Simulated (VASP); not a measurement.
Computed with PBE GGA, VASP's PBE PAW potentials (set 64) (plane waves; VASP).

VASP ran on this input.

File POSCAR:
```
V
1
   -1.4862511451     1.4862511451     1.4862511451
    1.4862511451    -1.4862511451     1.4862511451
    1.4862511451     1.4862511451    -1.4862511451
V
1
Direct
  0.0000000000   0.0000000000   0.0000000000
```

### INCAR
```
! general
SYSTEM =V
PREC   =Accurate
ENCUT  =500
LREAL  =F
LASPH  =T

! electronic loop
EDIFF  =1E-6
NELM   =100
ALGO   =Normal
LMAXMIX=4

! smearing
ISMEAR =1
SIGMA  =0.1

! functional
GGA    =PE

! ions
IBRION =2
NSW    =40
ISIF   =3
EDIFFG =-0.02
PSTRESS=50

! output
LWAVE  =F
LCHARG =F
```

### KPOINTS
```
Automatic mesh
0
Gamma
17 17 17
0 0 0
```

POTCAR, in this order: V_sv (PBE.64 set). Program: vasp_std.

Task: What will the output report for the number of irreducible k-points (NKPTS), largest plane-wave count, number of space-group operations, FFT grid (NGX, NGY, NGZ)?

Result: 
The number of irreducible k-points (NKPTS) comes out as 165 and the largest plane-wave count is 358. The number of space-group operations is 48 and the FFT grid (NGX, NGY, NGZ) comes out as 20 × 20 × 20.

The compound is V in the bcc structure. It was relaxed first under an external pressure of 5 GPa. The run is not spin-polarised, so no magnetic state was tried.
